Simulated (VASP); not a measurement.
HoO:

```
Ho O
1.0
     2.75747    0.00000    0.00000
     0.00000    2.75747    0.00000
     0.00000    0.00000    2.75747
Ho O
1 1
Direct
  0.00000 0.00000 0.00000
  0.50000 0.50000 0.50000
```

The cell comes from a database or a generator and needn't be the stable form of this composition.

Base run:

```yaml
Program: VASP 6.6.1
Functional: PBE
Potentials_or_basis: VASP PAW PBE potentials, release 64 (Ho, O)
Cutoff: 520 eV
k_mesh: 7 × 7 × 7
Occupations: gaussian, width 0.05 eV
Spin: collinear spin, ferromagnetic start
Starting_moments: "[4.0, 0.0] μB"
Hubbard_terms: Ho f U = 4 eV
```

Its results: pressure 55.9 GPa; site moments Ho +3.14; O -0.00 μB.

The run is repeated on the same cell with these changes: further incar settings from ALGO = Normal; EDIFF = 1e-07; NBANDS = 24 to ALGO = Normal; EDIFF = 1e-06; fixed moment from none to 4 μB. What comes out?

Pressure 54.7 GPa; site moments Ho +3.79; O +0.01 μB.

Caveats: the magnetic or orbital state may not be the lowest; a pressure of tens of GPa on the cell as given is suspect, and the run, the potentials or the cell itself is likely at fault; the total moment is fixed, so each spin has its own Fermi level (some runs).
